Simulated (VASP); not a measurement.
Level of theory: PBEsol GGA, VASP's PBE PAW potentials (set 64) (plane waves; VASP).

Input for VASP

### POSCAR
```
SiGe
1
    3.8986145571     0.0000000000     0.0000000000
   -1.9493072785     3.3762992362     0.0000000000
    0.0000000000    -0.0000000000     6.4315434947
Si Ge
2 2
Direct
  0.3333330000   0.6666670000   0.0003342903
  0.6666670000   0.3333330000   0.5003342903
  0.3333330000   0.6666670000   0.3746657097
  0.6666670000   0.3333330000   0.8746657097
```

INCAR:
```
SYSTEM = SiGe
PREC = Accurate; ENCUT = 400; LREAL = .False.
LASPH = .True.; ICHARG = 11
EDIFF = 1E-7; NELM = 100; ALGO = Normal
LMAXMIX = 4
ISMEAR = 0; SIGMA = 0.05
GGA = PS
LWAVE = .False.; LCHARG = .False.; LORBIT = 11
```

**KPOINTS**
```
k-points along high-symmetry lines
10
Line-mode
Reciprocal
  0.000000   0.000000   0.000000 ! GAMMA
  0.500000  -0.000000   0.000000 ! M

  0.500000  -0.000000   0.000000 ! M
  0.333333   0.333333   0.000000 ! K

  0.333333   0.333333   0.000000 ! K
  0.000000   0.000000   0.000000 ! GAMMA

  0.000000   0.000000   0.000000 ! GAMMA
  0.000000   0.000000   0.500000 ! A

  0.000000   0.000000   0.500000 ! A
  0.500000  -0.000000   0.500000 ! L

  0.500000  -0.000000   0.500000 ! L
  0.333333   0.333333   0.500000 ! H

  0.333333   0.333333   0.500000 ! H
  0.000000   0.000000   0.500000 ! A

  0.500000  -0.000000   0.500000 ! L
  0.500000  -0.000000   0.000000 ! M

  0.333333   0.333333   0.500000 ! H
  0.333333   0.333333   0.000000 ! K
```

POTCAR, in this order: Si Ge_d (PBE.64 set). Program: vasp_std. Read from the step before: CHGCAR.

Output

### OUTCAR
```
 ion  position               nearest neighbor table
   1  0.333  0.667  0.000-   4 2.39   4 2.39   4 2.39   3 2.41
   2  0.667  0.333  0.500-   3 2.39   3 2.39   3 2.39   4 2.41
   3  0.333  0.667  0.375-   2 2.39   2 2.39   2 2.39   1 2.41
   4  0.667  0.333  0.875-   1 2.39   1 2.39   1 2.39   2 2.41
  LATTYP: Found a hexagonal cell.
 ALAT       =     3.8986145571
 C/A-ratio  =     1.6496997589
 Subroutine PRICEL returns:
 Original cell was already a primitive cell.
 Subroutine GETGRP returns: Found 12 space group operations
The static configuration has the point symmetry C_3v.
 The point group associated with its full space group is C_6v.
The dynamic configuration has the point symmetry C_3v.
 Subroutine INISYM returns: Found 12 space group operations
   k-points           NKPTS =     90   k-points in BZ     NKDIM =     90   number of bands    NBANDS=     22
   number of dos      NEDOS =    301   number of ions     NIONS =      4
   total plane-waves  NPLWV =  32928
   dimension x,y,z NGX =    28 NGY =   28 NGZ =   42
   dimension x,y,z NGXF=    56 NGYF=   56 NGZF=   84
   ions per type =               2   2
   PREC   = accura    normal or accurate (medium, high low for compatibility)
   ISTART =      0    job   : 0-new  1-cont  2-samecut
   ICHARG =     11    charge: 1-file 2-atom 10-const
   ISPIN  =      1    spin polarized calculation?
   LNONCOLLINEAR =      F non collinear calculations
   LSORBIT =      F    spin-orbit coupling
   INIWAV =      1    electr: 0-lowe 1-rand  2-diag
   ENCUT  =  400.0 eV  29.40 Ry    5.42 a.u.   6.36  6.36 10.49*2*pi/ulx,y,z
   NELM   =    100;   NELMIN=  2; NELMDL= -5     # of ELM steps
   EDIFF  = 0.1E-06   stopping-criterion for ELM
   LREAL  =      F    real-space projection
   NLSPLINE    = F    spline interpolate recip. space projectors
   LMAXMIX     =    4 max onsite mixed and CHGCAR
   VOSKOWN=      0    Vosko Wilk Nusair interpolation
   EDIFFG = 0.1E-05   stopping-criterion for IOM
   NSW    =      0    number of steps for IOM
   NBLOCK =      1;   KBLOCK =      1    inner block; outer block
   IBRION =     -1    ionic relax: 0-MD 1-quasi-New 2-CG
   NFREE  =      0    steps in history (QN), initial steepest desc. (CG)
   ISIF   =      2    stress and relaxation
   ISYM   =      2    0-nonsym 1-usesym 2-fastsym
   TEIN   =    0.0    initial temperature
   TEBEG  =    0.0;   TEEND  =   0.0 temperature during run
   SMASS  =  -3.00    Nose mass-parameter (am)
   PSTRESS=    0.0 pullay stress
   NELECT =      36.0000    total number of electrons
   EFERMI =   0.00;   METHOD = LEGACY
   ISMEAR =     0;   SIGMA  =   0.05  broadening in eV -4-tet -1-fermi 0-gaus
   IALGO  =     38    algorithm
   LDIAG  =      T    sub-space diagonalisation (order eigenvalues)
   IMIX   =      4    mixing-type and parameters
     AMIX     =   0.40;   BMIX     =  1.00
     AMIX_MAG =   1.60;   BMIX_MAG =  1.00
     AMIN     =   0.10
   GGA     = PS    functional components
   VOSKOWN =     0    Vosko Wilk Nusair interpolation
   LHFCALC =     F    Hartree Fock is set to
   LHFONE  =     F    Hartree Fock one center treatment
   AEXX    =    0.0000 exact exchange contribution
   IVDW    =     0    specifies the selected vdW correction
   LEPSILON=     F    determine dielectric tensor
   LRPA    =     F    only Hartree local field effects (RPA)
  energy-cutoff  :      400.00
  volume of cell :       84.66
      direct lattice vectors                 reciprocal lattice vectors
     3.898614557  0.000000000  0.000000000     0.256501376  0.148091139  0.000000000
    -1.949307279  3.376299236  0.000000000     0.000000000  0.296182278  0.000000000
     0.000000000  0.000000000  6.431543495     0.000000000  0.000000000  0.155483672
 k-point     1 :   0.0000 0.0000 0.0000  plane waves:    1521
 k-point     2 :   0.0556 0.0000 0.0000  plane waves:    1533
 k-point     3 :   0.1111 0.0000 0.0000  plane waves:    1549
 k-point     4 :   0.1667 0.0000 0.0000  plane waves:    1555
 k-point     5 :   0.2222 0.0000 0.0000  plane waves:    1547
 k-point     6 :   0.2778 0.0000 0.0000  plane waves:    1539
...
```

**OSZICAR**
```
       N       E                     dE             d eps       ncg     rms          rms(c)
DAV:   1     0.242357170629E+03    0.24236E+03   -0.16092E+04  4380   0.308E+03
DAV:   2     0.174622187773E+02   -0.22489E+03   -0.22008E+03  4002   0.632E+02
DAV:   3    -0.181564733181E+02   -0.35619E+02   -0.35074E+02  4758   0.159E+02
DAV:   4    -0.194599843573E+02   -0.13035E+01   -0.12996E+01  4634   0.345E+01
DAV:   5    -0.194938703874E+02   -0.33886E-01   -0.33861E-01  4886   0.565E+00
DAV:   6    -0.194950500449E+02   -0.11797E-02   -0.11795E-02  4776   0.893E-01
DAV:   7    -0.194951059225E+02   -0.55878E-04   -0.55878E-04  5514   0.195E-01
DAV:   8    -0.194951075692E+02   -0.16467E-05   -0.16466E-05  4964   0.259E-02
DAV:   9    -0.194951076368E+02   -0.67610E-07   -0.67853E-07  3778   0.432E-03
   1 F= -.19495108E+02 E0= -.19495108E+02  d E =-.295170E-07
```

OUTCAR:
```
 val. band max:        5.5844877461   @ k =   0.0000   0.0000   0.0000

 cond. band min:       5.9229452618   @ k =   0.5000   0.0000   0.0000



 k-point     1 :       0.0000    0.0000    0.0000
  band No.  band energies     occupation
      1     -18.9331      2.00000
      2     -18.9331      2.00000
      3     -18.9289      2.00000
      4     -18.9289      2.00000
      5     -18.9257      2.00000
      6     -18.9257      2.00000
      7     -18.9028      2.00000
      8     -18.9028      2.00000
      9     -18.8988      2.00000
     10     -18.8988      2.00000
     11      -7.1123      2.00000
     12      -4.9370      2.00000
     13      -1.9295      2.00000
     14       3.9890      2.00000
     15       3.9891      2.00000
     16       5.2801      2.00000
     17       5.5844      2.00000
     18       5.5845      2.00000
     19       5.9865      0.00000
     20       7.1139      0.00000
     21       7.6113      0.00000
     22       7.6113      0.00000

 k-point     2 :       0.0556    0.0000    0.0000
  band No.  band energies     occupation
      1     -18.9331      2.00000
      2     -18.9329      2.00000
      3     -18.9290      2.00000
      4     -18.9287      2.00000
      5     -18.9257      2.00000
      6     -18.9256      2.00000
      7     -18.9029      2.00000
      8     -18.9028      2.00000
      9     -18.8989      2.00000
     10     -18.8987      2.00000
     11      -7.0773      2.00000
     12      -4.9018      2.00000
     13      -1.9135      2.00000
     14       3.5863      2.00000
     15       3.9076      2.00000
     16       5.1346      2.00000
     17       5.2199      2.00000
     18       5.5100      2.00000
     19       6.3385      0.00000
     20       7.3333      0.00000
     21       7.6145      0.00000
     22       7.7261      0.00000

 k-point     3 :       0.1111    0.0000    0.0000
  band No.  band energies     occupation
      1     -18.9332      2.00000
      2     -18.9326      2.00000
...
```

The density is held fixed in this step, so its total energy and stress have no physical meaning.

The structure was generated: SiGe was put into the wurtzite type (P6_3mc), which need not be its known phase. It was relaxed first, which changed the volume by +12 %.
